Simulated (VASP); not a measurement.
Data:

```
CELL_PARAMETERS angstrom
     -1.52621     1.52621     1.52621
      1.52621    -1.52621     1.52621
      1.52621     1.52621    -1.52621
ATOMIC_POSITIONS crystal
  Na 0.00000 0.00000 0.00000
```

Computed with PBE GGA, VASP's PBE PAW potentials (set 64) (plane waves; VASP). Settings: 500 eV cut-off, 17×17×17 Γ-centred mesh, first-order Methfessel-Paxton smearing of 0.10 eV, potentials Na_pv.

What does the run give for the energy per atom (σ→0), pressure, band gap (on the k-mesh) with the smallest direct gap where there is one?

```json
{
 "band gap (on the k-mesh)": "none (metal, semimetal or under 0.01 eV)",
 "energy per atom (σ→0)": "0.148 eV/atom",
 "pressure": "44.84 GPa"
}
```

The compound is Na in the bcc structure. It was relaxed first under an external pressure of 45 GPa.
